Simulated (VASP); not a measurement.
Input of a VASP 6.6.1 run:

File run.py:

```python
from ase.calculators.vasp import Vasp
from ase.dft.bandgap import bandgap
from ase.spacegroup import crystal

atoms = crystal(
    ['W', 'W', 'W', 'Al', 'C', 'C', 'C', 'C'],
    basis=[[0.0, 0.5, 0.501655], [0.0, 0.0, 0.251347], [0.0, 0.5, 0.001881], [0.0, 0.0, 0.738896], [0.5, 0.0, 0.925522], [0.5, 0.5, 0.661687], [0.5, 0.0, 0.417669], [0.5, 0.5, 0.168044]],
    spacegroup=25,
    setting=1,
    cellpar=[2.832364, 2.947406, 10.137952, 90.0, 90.0, 90.0],
    primitive_cell=True,
)
calc = Vasp(
    directory='calc',
    xc='lda',
    pp='LDA',
    setups='minimal',
    prec='Accurate',
    encut=500,
    ediff=1e-06,
    ismear=0,
    sigma=0.1,
    lreal=False,
    lasph=True,
    nelm=60,
    algo='Fast',
    isif=2,
    lwave=False,
    lcharg=True,
    lelf=True,
    lvhar=True,
    kpts=[9, 9, 3],
    gamma=True,
    nbands=28,
)
atoms.calc = calc

print('energy (eV):', atoms.get_potential_energy())
print('free energy (eV):', atoms.get_potential_energy(force_consistent=True))
print('forces (eV/A):')
print(atoms.get_forces())
print('stress (eV/A^3, Voigt):', atoms.get_stress())
print('Fermi level (eV):', calc.get_fermi_level())
gap, top, bottom = bandgap(calc)
print('band gap (eV):', gap, 'from (spin, k, band)', top, 'to', bottom)
```

Potentials or basis: VASP PAW LDA potentials, release 64 (W, Al, C).

Run with:

```console
$ python run.py
```

Estimate the band gap on the k mesh.

none (metal or under the smearing width).

Estimate the largest force.

0.355 eV/Å.

Estimate the pressure.

-14.3 GPa.

Forces on the atoms (eV/Å):
```
W    0.000  0.000 -0.138
W    0.000  0.000  0.025
W    0.000  0.000  0.171
Al   0.000  0.000 -0.023
C    0.000  0.000  0.345
C    0.000  0.000 -0.355
C    0.000  0.000 -0.025
C    0.000  0.000 -0.001
```

The run has no spin-orbit coupling, so splittings on W are missing.
